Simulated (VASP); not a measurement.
Here is a VASP 6.6.1 calculation.

Contents of INCAR:

```
SYSTEM = Ti3Fe
  PREC = Accurate
  ENCUT = 520
  EDIFF = 1E-7
  ISMEAR = -1
  SIGMA = 0.05
  LREAL = .FALSE.
  LASPH = .TRUE.
  NELM = 150
  ALGO = Normal
  ISIF = 2
  LWAVE = .FALSE.
  LCHARG = .FALSE.
  ISPIN = 2
  MAGMOM = 3 1 1 1
  LORBIT = 11
  LMAXMIX = 4
  GGA = PE
  NBANDS = 34
```

Contents of KPOINTS:

```
Automatic mesh
0
G
  10 10 4
  0 0 0
```

POSCAR

```
Ti3Fe
1.0
    2.9985651370      0.0000000000      0.0000000000
   -1.4992825685      2.5968335835      0.0000000000
    0.0000000000      0.0000000000      8.0415570000
Fe Ti
1 3
Direct
    0.6666666667      0.3333333333      0.0000000000
    0.3333333333      0.6666666667      0.7848850000
    0.3333333333      0.6666666667      0.2151150000
    0.6666666667      0.3333333333      0.5000000000
```

Potentials or basis: VASP PAW PBE potentials, release 64 (Fe, Ti_sv).

The run is started by

```bash
$ cat potpaw_PBE.64/Fe/POTCAR potpaw_PBE.64/Ti_sv/POTCAR > POTCAR
$ mpirun -np 1 vasp_std > vasp.out
```

(1) What does it give for the site moments?

(2) What does it give for the net moment?

## Answers

(1) Fe +0.53; Ti -0.12, +0.04 μB.

(2) 0.29 μB per cell.
